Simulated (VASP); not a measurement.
All values below come from PBE GGA, VASP's PBE PAW potentials (set 64) (plane waves; VASP).

A VASP calculation is set up with these files.

### INCAR
```
SYSTEM = MgH2
PREC = Accurate
ENCUT = 300
EDIFF = 1E-8
NELM = 100
ALGO = Normal
LREAL = .FALSE.
LASPH = .TRUE.
ISMEAR = 0
SIGMA = 0.01
GGA = PE
LWAVE = .FALSE.
LCHARG = .FALSE.
ISIF = 2
LEPSILON = .TRUE.
IBRION = 8
NSW = 1
```

### KPOINTS
```
Automatic mesh
0
Gamma
6 6 9
0 0 0
```

File POSCAR:
```
MgH2
1
    4.5322010000     0.0000000000     0.0000000000
    0.0000000000     4.5322010000     0.0000000000
    0.0000000000     0.0000000000     3.0296470000
Mg H
2 4
Direct
  0.5000000000   0.5000000000   0.5000000000
  0.0000000000   0.0000000000   0.0000000000
  0.6955700000   0.6955700000   0.0000000000
  0.3044300000   0.3044300000   0.0000000000
  0.8044300000   0.1955700000   0.5000000000
  0.1955700000   0.8044300000   0.5000000000
```

POTCAR, in this order: Mg H (PBE.64 set). Program: vasp_std.

At this cut-off the stress carries a Pulay error, which pulls relaxed volumes low.

Q: What does the run give for the energy per atom (σ→0), pressure?

A: 
- energy per atom (σ→0): -2.932 eV/atom
- pressure: -2.26 GPa

**OSZICAR**
```
...
RMM:   3    -0.173939383830E-01   -0.47641E-03   -0.45556E-05  2343   0.438E-02    0.602E-02
RMM:   4    -0.184822049240E-01   -0.10883E-02   -0.11160E-04  2303   0.635E-02    0.206E-03
RMM:   5    -0.184716490433E-01    0.10556E-04   -0.14169E-06  2612   0.862E-03    0.523E-04
RMM:   6    -0.184790948475E-01   -0.74458E-05   -0.10026E-07  2610   0.127E-03    0.132E-04
RMM:   7    -0.184805275907E-01   -0.14327E-05   -0.10149E-08  2661   0.364E-04    0.472E-05
RMM:   8    -0.184796671825E-01    0.86041E-06   -0.16010E-09  2666   0.670E-05    0.436E-06
RMM:   9    -0.184796655056E-01    0.16769E-08   -0.23773E-10  2738   0.143E-05    0.644E-07
 Linear response finished
```

The structure comes from a computed database's MgH2 entry; how it stands against other phases isn't given here. The cell was not relaxed at this level. The run is one of a series of settings (EDIFF = 1E-8, IBRION = 8, LEPSILON = .TRUE., NSW = 1 against the base run), some of them coarse on purpose.
